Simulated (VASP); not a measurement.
VASP input:

File POSCAR:
```
GeF4
1
   -2.5608702528     2.5608702528     2.5608702528
    2.5608702528    -2.5608702528     2.5608702528
    2.5608702528     2.5608702528    -2.5608702528
Ge F
1 4
Direct
  0.0000000000   0.0000000000   0.0000000000
  0.0000000000   0.6170624118   0.0000000000
  0.3829375882   0.3829375882   0.3829375882
  0.6170624118   0.0000000000   0.0000000000
  0.0000000000   0.0000000000   0.6170624118
```

**KPOINTS**
```
Automatic mesh
0
Gamma
7 7 7
0 0 0
```

**INCAR**
```
LREAL = .FALSE.   ! projection in real space or not
LORBIT = 11
LWAVE = .FALSE.
LMAXMIX = 4   ! l cut-off of mixed one-centre charges
NEDOS = 601   ! DOS grid
LEFG = .TRUE.
SYSTEM = GeF4
LASPH = .TRUE.   ! aspherical one-centre terms
EDIFF = 1E-7   ! SCF stop (eV)
LCHARG = .TRUE.
NELM = 100
ENCUT = 520   ! plane-wave cut-off (eV)
ISIF = 2   ! forces and stress, cell fixed
ISMEAR = -5   ! tetrahedra, Bloechl
PREC = Accurate
ALGO = Normal
```

POTCAR, in this order: Ge_d F (LDA.64 set). Program: vasp_std.

Write an equivalent input for Quantum ESPRESSO's pw.x.

One equivalent input (not run):
```
&CONTROL
  calculation = 'scf'
  pseudo_dir = './pseudo'
  outdir = './out'
  tprnfor = .true.
  tstress = .true.
/
&SYSTEM
  ibrav = 0
  nat = 5
  ntyp = 2
  ecutwfc = 84
  occupations = 'tetrahedra'
  input_dft = 'pz'
/
&ELECTRONS
  conv_thr = 7.3e-09
  electron_maxstep = 100
/
ATOMIC_SPECIES
  Ge 72.630 Ge.upf
  F 18.998 F.upf
CELL_PARAMETERS angstrom
    -2.5608703    2.5608703    2.5608703
     2.5608703   -2.5608703    2.5608703
     2.5608703    2.5608703   -2.5608703
ATOMIC_POSITIONS crystal
  Ge   0.0000000  0.0000000  0.0000000
  F    0.0000000  0.6170624  0.0000000
  F    0.3829376  0.3829376  0.3829376
  F    0.6170624  0.0000000  0.0000000
  F    0.0000000  0.0000000  0.6170624
K_POINTS automatic
  7 7 7 0 0 0
```
Limits of the translation: the potentials are each code's own (VASP's PAW set, PseudoDojo norm-conserving files in pw.x), so ENCUT and ecutwfc are chosen apart and not converted; conv_thr bounds pw.x's estimated SCF error, while EDIFF bounds the energy change between steps; the field gradients of LEFG aren't asked of the other code.

The structure comes from a computed database's GeF4 entry (I-43m); how it stands against other phases isn't given here. It was relaxed first, which changed the volume by -10 %.
